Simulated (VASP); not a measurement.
The system is CClH3, in a box.

```
C Cl H
1.0
    12.76707    0.00000    0.00000
     0.00000   13.26707    0.00000
     0.00000    0.00000   13.76707
C Cl H
1 1 3
Direct
  0.49704 0.51348 0.49492
  0.53194 0.39890 0.55482
  0.55522 0.57098 0.51352
  0.41914 0.53623 0.51997
  0.49649 0.49980 0.41649
```

Base run:

- Program: VASP 6.6.1
- Functional: RPBE
- Potentials or basis: VASP PAW PBE potentials, release 64 (C, Cl, H)
- Cutoff: 400 eV
- k mesh: 1 × 1 × 1
- Occupations: gaussian, width 0.01 eV
- Spin: no spin polarisation

Its results: gap between the frontier levels 6.17 eV; largest force 0.190 eV/Å.

Q: The run is repeated on the same cell with these changes: functional from RPBE to PBE. What comes out?

A: Gap between the frontier levels 6.23 eV; largest force 0.059 eV/Å.

Caveats: the PAW data sets were made with another functional, which shifts forces and pressure a little (some runs).

A k mesh can miss the band edges.

Not every run made on this cell is shown here.
